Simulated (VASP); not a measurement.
```
CELL_PARAMETERS angstrom
      3.04980     0.00000     0.00000
      0.00000     3.04980     0.00000
      0.00000     0.00000     3.04980
ATOMIC_POSITIONS crystal
  Ti 0.00000 0.00000 0.00000
  Co 0.50000 0.50000 0.50000
```

All values below come from PBE GGA, VASP's PBE PAW potentials (set 64) (plane waves; VASP 6.6.1). Numerical set-up: 400 eV cut-off, 11×11×11 Γ-centred mesh, first-order Methfessel-Paxton smearing of 0.10 eV, potentials Ti_sv Co.

Problem. Give the stress tensor in GPa (positive for a compressed cell).

Solution. 
```
-12.63    0.00    0.00
  0.00  -12.63    0.00
  0.00    0.00  -12.63
```
The pressure is its mean diagonal, -12.63 GPa.

The compound is TiCo in the CsCl type structure. The cell was not relaxed at this level. The run is not spin-polarised, so no magnetic state was tried. The electron count is odd and the run is not spin-polarised, which forces a metal.
